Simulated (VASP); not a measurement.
Level of theory: PBEsol GGA, VASP's PBE PAW potentials (set 64) (plane waves; VASP 6.6.1).

A VASP calculation is set up with these files.

KPOINTS:
```
kpoints
0
G
  15 15 8
```

**INCAR**
```
# general
SYSTEM =Ti
PREC   =Accurate
ENCUT  =500
LREAL  =.FALSE.
LASPH  =.TRUE.

# electronic loop
EDIFF  =1E-6
NELM   =100   # most electronic steps
ALGO   =Normal
LMAXMIX=4

# smearing
ISMEAR =1   # Methfessel-Paxton
SIGMA  =0.1

# functional
GGA    =PS

# ions
IBRION =2   # conjugate gradients
NSW    =40   # most ionic steps
ISIF   =3
EDIFFG =-0.02
PSTRESS=100   # kbar

# output
LWAVE  =.FALSE.
LCHARG =.FALSE.
```

### POSCAR
```
Ti
1
    1.4143346062    -2.4496994551    -0.0000000000
    1.4143346062     2.4496994551    -0.0000000000
    0.0000000000     0.0000000000     4.4705430374
Ti
2
Direct
  0.3333330000   0.6666670000   0.2500000000
  0.6666670000   0.3333330000   0.7500000000
```

POTCAR, in this order: Ti_sv (PBE.64 set). Program: vasp_std.

Output

OSZICAR:
```
       N       E                     dE             d eps       ncg     rms          rms(c)
DAV:   1     0.241920696839E+03    0.24192E+03   -0.13353E+04  4320   0.188E+03
DAV:   2     0.100307605436E+02   -0.23189E+03   -0.23036E+03  4424   0.488E+02
DAV:   3    -0.175273230753E+02   -0.27558E+02   -0.27414E+02  8536   0.136E+02
DAV:   4    -0.185130526656E+02   -0.98573E+00   -0.98571E+00  4376   0.278E+01
DAV:   5    -0.185665118175E+02   -0.53459E-01   -0.53459E-01  7000   0.440E+00    0.140E+01
DAV:   6    -0.166001732017E+02    0.19663E+01   -0.67952E+00  5144   0.319E+01    0.384E+00
DAV:   7    -0.165793141123E+02    0.20859E-01   -0.92651E-01  6440   0.857E+00    0.216E+00
DAV:   8    -0.166168833292E+02   -0.37569E-01   -0.26628E-01  4984   0.689E+00    0.810E-01
DAV:   9    -0.166066626015E+02    0.10221E-01   -0.57334E-02  5112   0.297E+00    0.901E-02
DAV:  10    -0.166071199381E+02   -0.45734E-03   -0.34873E-03  6768   0.479E-01    0.952E-02
DAV:  11    -0.166071260185E+02   -0.60804E-05   -0.22902E-04  5592   0.151E-01    0.341E-02
DAV:  12    -0.166071151007E+02    0.10918E-04   -0.39558E-05  5688   0.629E-02    0.237E-03
DAV:  13    -0.166071153716E+02   -0.27089E-06   -0.11545E-06  3376   0.104E-02
   1 F= -.14673613E+02 E0= -.14673864E+02  d E =-.146736E+02
```

File OUTCAR:
```
------------------------ aborting loop because EDIFF is reached ----------------------------------------
  FORCE on cell =-STRESS in cart. coord.  units (eV):
  Direction    XX          YY          ZZ          XY          YZ          ZX
  --------------------------------------------------------------------------------------
  Total        1.9195051      1.9195051      1.9275913      0.0000000      0.0000000      0.0000000
  in kB       99.2760736     99.2760784     99.6942899      0.0000000      0.0000000      0.0000000
  external PRESSURE =      -0.5845194 kB  Pullay stress =     100.0000000 kB
  volume of cell :       30.98
      direct lattice vectors                 reciprocal lattice vectors
     1.414334606 -2.449699455  0.000000000     0.353523132 -0.204106671  0.000000000
     1.414334606  2.449699455  0.000000000     0.353523132  0.204106671  0.000000000
     0.000000000  0.000000000  4.470543037     0.000000000  0.000000000  0.223686472
 POSITION                                       TOTAL-FORCE (eV/Angst)
 -----------------------------------------------------------------------------------
      1.41433      0.81657      1.11764         0.000000      0.000000      0.000000
      1.41433     -0.81657      3.35291        -0.000000      0.000000      0.000000
 -----------------------------------------------------------------------------------
    total drift:                               -0.000000      0.001040     -0.000020
  FREE ENERGIE OF THE ION-ELECTRON SYSTEM (eV)
  ---------------------------------------------------
  free  energy   TOTEN  =       -16.6071153716 eV

  energy  without entropy=      -16.6078690877  energy(sigma->0) =      -16.60736661
  enthalpy is  TOTEN    =       -14.6736131879 eV   P V=        1.9335021837

 reached required accuracy - stopping structural energy minimisation
```
(Selected blocks of OUTCAR.)

File OUTCAR:
```
 val. band max:        9.4961427994   @ k =   0.2000   0.2000   0.5000

 cond. band min:       9.5045014473   @ k =   0.4000   0.2000   0.2500


 Fermi energy:         9.4971521654

 k-point     1 :       0.0000    0.0000    0.0000
  band No.  band energies     occupation
      1     -46.9813      2.00000
      2     -46.7592      2.00000
      3     -23.8294      2.00000
      4     -22.9016      2.00000
      5     -22.9016      2.00000
      6     -22.7921      2.00000
      7     -22.7569      2.00000
      8     -22.7569      2.00000
      9       3.0091      2.00000
     10       6.4775      2.00000
     11      10.2966     -0.00000
     12      10.2966     -0.00000
     13      10.4583     -0.00000
     14      10.6382     -0.00000
     15      10.8934     -0.00000
     16      10.8934     -0.00000

 k-point     2 :       0.0667    0.0000    0.0000
  band No.  band energies     occupation
      1     -46.9742      2.00000
      2     -46.7565      2.00000
      3     -23.8151      2.00000
      4     -22.9312      2.00000
      5     -22.9115      2.00000
      6     -22.7981      2.00000
      7     -22.7878      2.00000
      8     -22.7605      2.00000
      9       3.1493      2.00000
     10       6.5892      2.00000
     11      10.0185     -0.00000
     12      10.3132     -0.00000
     13      10.3997     -0.00000
     14      10.6738     -0.00000
     15      10.8215     -0.00000
     16      10.9852     -0.00000

 k-point     3 :       0.1333    0.0000    0.0000
  band No.  band energies     occupation
      1     -46.9541      2.00000
      2     -46.7488      2.00000
      3     -23.7734      2.00000
      4     -23.0154      2.00000
      5     -22.9388      2.00000
      6     -22.8737      2.00000
      7     -22.8162      2.00000
      8     -22.7712      2.00000
      9       3.5559      2.00000
     10       6.8935      2.00000
     11       9.6010     -0.05740
     12       9.6401     -0.06131
     13      10.5980     -0.00000
...
```

The compound is Ti in the hcp structure. It was relaxed first under an external pressure of 10 GPa.
